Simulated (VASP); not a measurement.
```
ZrC
1.0
    0.00000     2.35000     2.35000
    2.35000     0.00000     2.35000
    2.35000     2.35000     0.00000
Zr C
1 1
Direct
  0.00000   0.00000   0.00000
  0.50000   0.50000   0.50000
```

These are PBE GGA with D3 dispersion (Becke-Johnson damping), VASP's PBE PAW potentials (set 64) (plane waves; VASP 6.6.1) values and carry that method's errors. Run with 520 eV cut-off, 12×12×12 Γ-centred mesh, first-order Methfessel-Paxton smearing of 0.10 eV, potentials Zr_sv C.

Question: The ions, cell shape and volume are relaxed. What does this cell relax into?

Answer: 
```
ZrC
1.0
    0.00000     2.33758     2.33758
    2.33758     0.00000     2.33758
    2.33758     2.33758     0.00000
Zr C
1 1
Direct
  0.00000   0.00000   0.00000
  0.50000   0.50000   0.50000
```
Space group Fm-3m (225), at a tolerance of 0.03 Å.

Question: How do energy and volume change from the first to the last step?

Answer: The energy (σ→0) changes by -2.3 meV/atom and the volume by -1.6 %, in 3 ionic steps.

| step | E(σ→0) (eV) | max force (eV/Å) | pressure (GPa) | volume (Å³) |
|---|---|---|---|---|
| 1 | -20.2591 | 0.000 | -3.57 | 25.96 |
| 2 | -20.2509 | 0.000 | 6.39 | 24.88 |
| 3 | -20.2638 | 0.000 | -0.01 | 25.55 |

The compound is ZrC in the rock salt structure. This run relaxes it. Symmetry was kept, so distortions that lower it aren't found.
